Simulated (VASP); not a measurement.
An input for Ansatz (written as the equivalent of a VASP run, and not itself run):

Ansatz 0.2 input:
```yaml
crystal:
  lattice:
    - [0.0000000, 2.9779740, 2.9779740]
    - [2.9779740, 0.0000000, 2.9779740]
    - [2.9779740, 2.9779740, 0.0000000]
  atoms:
    - { symbol: In, position: [0.0000000, 0.0000000, 0.0000000] }
    - { symbol: P, position: [0.2500000, 0.2500000, 0.2500000] }
kpoints:
  mp_grid: { grid: [8, 8, 8] }
hamiltonian:
  xc: pbe
  pseudopotentials: { kind: paw }
scf:
  occupations: { method: gaussian, width: 0.05 }
  max_iter: 100
relax:
  max_steps: 40
  f_tol: 0.01
  cell: { p_target: 10 }
output: { forces: true, stress: true, eigenvalues: true }
```

### Question
Write the VASP files for the same calculation (PBE).

### Answer
This is not unique; one that fits is 
File POSCAR:
```
InP
1.0
  0.0000000000   2.9779739869   2.9779739869
  2.9779739869   0.0000000000   2.9779739869
  2.9779739869   2.9779739869   0.0000000000
In P
1 1
Cartesian
  0.0000000000   0.0000000000   0.0000000000
  1.4889869934   1.4889869934   1.4889869934
```

**INCAR**
```
! general
SYSTEM  = InP
PREC    = Accurate
ENCUT   = 480
LREAL   = .FALSE.   ! projection in real space or not
LASPH   = .TRUE.   ! aspherical one-centre terms

! electronic loop
EDIFF   = 1E-7
NELM    = 100   ! most electronic steps
ALGO    = Normal
LMAXMIX = 4

! smearing
ISMEAR  = 0   ! Gaussian
SIGMA   = 0.05   ! width (eV)

! functional
GGA     = PE   ! PBE

! ions
IBRION  = 2   ! conjugate gradients
NSW     = 40   ! most ionic steps
ISIF    = 3   ! ions, shape and volume
EDIFFG  = -0.01
PSTRESS = 100

! output
LWAVE   = .FALSE.
LCHARG  = .FALSE.
```

**KPOINTS**
```
Automatic mesh
0
Gamma
8 8 8
0 0 0
```

POTCAR, in this order: In_d P (PBE.64 set). Program: vasp_std.

The two are equivalent in intent, not identical: each code has its own PAW files, so the cut-off isn't converted (ENCUT is set for VASP's; basis.ecutwfc is left out, and Ansatz then takes the one that its files recommend); Ansatz stops its SCF on the density residual and VASP on the energy change (EDIFF).

The compound is InP in the zinc blende structure. This run relaxes it under an external pressure of 10 GPa. Symmetry was kept, so distortions that lower it aren't found.
